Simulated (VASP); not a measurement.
A run of VASP 6.6.1 is set up as follows.

Contents of POSCAR:

```
Ga2Ge2O3
1.0
    3.0181090000      0.0000000000      0.0000000000
   -1.5090540000      2.6137590000      0.0000000000
    0.0000000000      0.0000000000     14.2716300000
Ga Ge O
2 2 3
Direct
    0.3333330000      0.6666670000      0.0994410000
    0.6666670000      0.3333330000      0.9005590000
    0.6666670000      0.3333330000      0.4208640000
    0.3333330000      0.6666670000      0.5791360000
    0.6666670000      0.3333330000      0.1524040000
    0.3333330000      0.6666670000      0.8475960000
    0.0000000000      0.0000000000      0.0000000000
```

The input INCAR.step1:

```
SYSTEM = Ga2Ge2O3
ALGO = Normal
EDIFF = 1E-8
EDIFFG = -0.002
ENCUT = 520
GGA = PE
IBRION = 2
ISIF = 3
ISMEAR = 0
KPAR = 4
LASPH = .TRUE.
LCHARG = .FALSE.
LREAL = .FALSE.
LWAVE = .FALSE.
NELM = 60
NSW = 40
PREC = Accurate
SIGMA = 0.1
```

Contents of INCAR.step2:

```
SYSTEM = Ga2Ge2O3
ALGO = Normal
EDIFF = 1E-8
ENCUT = 520
GGA = PE
IBRION = 6
ISIF = 2
ISMEAR = 0
KPAR = 4
LASPH = .TRUE.
LCHARG = .FALSE.
LREAL = .FALSE.
LWAVE = .FALSE.
NELM = 60
NFREE = 2
NSW = 1
POTIM = 0.015
PREC = Accurate
SIGMA = 0.1
```

File KPOINTS:

```
k-points
0
G
  12 12 2
  0 0 0
```

Potentials or basis: VASP PAW PBE potentials, release 64 (Ga_d, Ge_d, O).

The run is started by

```console
$ cat potpaw_PBE.64/Ga_d/POTCAR potpaw_PBE.64/Ge_d/POTCAR potpaw_PBE.64/O/POTCAR > POTCAR
$ cp INCAR.step1 INCAR
$ mpirun -np 4 vasp_std > vasp.out
$ cp CONTCAR POSCAR
$ cp INCAR.step2 INCAR
$ mpirun -np 4 vasp_std > vasp.out
```

Problem. Predict the highest phonon frequency at Γ, LO-TO splitting left out.

Solution. 510 cm⁻¹.

Problem. Predict the most unstable mode.

Solution. 102i cm⁻¹.

Problem. Predict the relaxed volume.

Solution. 16.21 Å³/atom.

Problem. Estimate the relaxed cell.

Solution. a = 3.018 Å, b = 3.018 Å, c = 14.383 Å, α = 90.00°, β = 90.00°, γ = 120.00°.

The path:
```tsv
step	energy change (eV)	largest force (eV/Å)	pressure (GPa)	volume (Å³)
1	0.0000	0.0027	0.04	112.58
2	0.0000	0.0052	-0.01	112.65
3	0.0000	0.0050	-0.01	112.65
4	0.0000	0.0049	0.00	112.65
5	0.0000	0.0067	0.00	112.66
6	0.0000	0.0045	0.01	112.66
7	0.0000	0.0081	0.02	112.69
8	0.0000	0.0227	0.04	112.75
9	0.0000	0.0139	0.02	112.72
10	0.0000	0.0139	0.03	112.73
11	0.0000	0.0139	0.03	112.74
12	-0.0001	0.0138	0.03	112.76
13	-0.0001	0.0136	0.03	112.79
14	-0.0001	0.0132	0.03	112.87
15	-0.0001	0.0125	0.04	113.02
16	-0.0002	0.0108	0.05	113.33
17	-0.0002	0.0059	-0.03	113.52
18	-0.0002	0.0016	-0.01	113.47
19	-0.0002	0.0026	0.00	113.47
20	-0.0002	0.0024	0.00	113.47
21	-0.0002	0.0015	0.00	113.47
```

Caveat: some modes are imaginary.
